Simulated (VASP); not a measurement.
These are rev-vdW-DF2, VASP's PBE PAW potentials (set 64) (plane waves; VASP 6.6.1) values and carry that method's errors.

A VASP calculation is set up with these files.

**POSCAR**
```
TiC
1
    0.0000000000     2.2018277996     2.2018277996
    2.2018277996     0.0000000000     2.2018277996
    2.2018277996     2.2018277996     0.0000000000
Ti C
1 1
Direct
  0.0000000000   0.0000000000   0.0000000000
  0.5000000000   0.5000000000   0.5000000000
```

**KPOINTS**
```
kpoints
0
gamma
  14 14 14
```

**INCAR**
```
SYSTEM = TiC
PREC = Accurate
ENCUT = 520
EDIFF = 1E-7
NELM = 100
ALGO = Normal
LREAL = .FALSE.
LASPH = .TRUE.
ISMEAR = 1
SIGMA = 0.1
GGA = MK
PARAM1 = 0.1234568
PARAM2 = 0.7114
ZAB_VDW = -1.8867
LUSE_VDW = .TRUE.
AGGAC = 0.0
LMAXMIX = 4
LWAVE = .FALSE.
LCHARG = .FALSE.
ISIF = 2
```

POTCAR, in this order: Ti_sv C (PBE.64 set). Program: vasp_std.

Task: Estimate the energy per atom (σ→0), pressure, band gap (on the k-mesh).

Result: 
```yaml
energy per atom (σ→0): -743.0 kJ/mol of atoms
band gap (on the k-mesh): none (metal, semimetal or under 0.01 eV)
pressure: -13.30 GPa
```

File OSZICAR:
```
...
DAV:   9    -0.154066301383E+02    0.24437E-01   -0.28540E-01  2912   0.689E+00    0.878E-01
DAV:  10    -0.154032756076E+02    0.33545E-02   -0.19099E-02  3436   0.176E+00    0.681E-01
DAV:  11    -0.154003721491E+02    0.29035E-02   -0.86032E-03  2972   0.145E+00    0.192E-01
DAV:  12    -0.154002552292E+02    0.11692E-03   -0.68006E-04  3496   0.305E-01    0.448E-02
DAV:  13    -0.154002403273E+02    0.14902E-04   -0.37416E-05  2824   0.627E-02    0.174E-02
DAV:  14    -0.154002364761E+02    0.38512E-05   -0.78976E-06  3660   0.367E-02    0.237E-03
DAV:  15    -0.154002363802E+02    0.95858E-07   -0.12606E-07  1904   0.454E-03
   1 F= -.15400236E+02 E0= -.15400278E+02  d E =0.123598E-03
```

The compound is TiC in the rock salt structure. This cell is one point of a volume scan, at 1.06 of the reference volume.
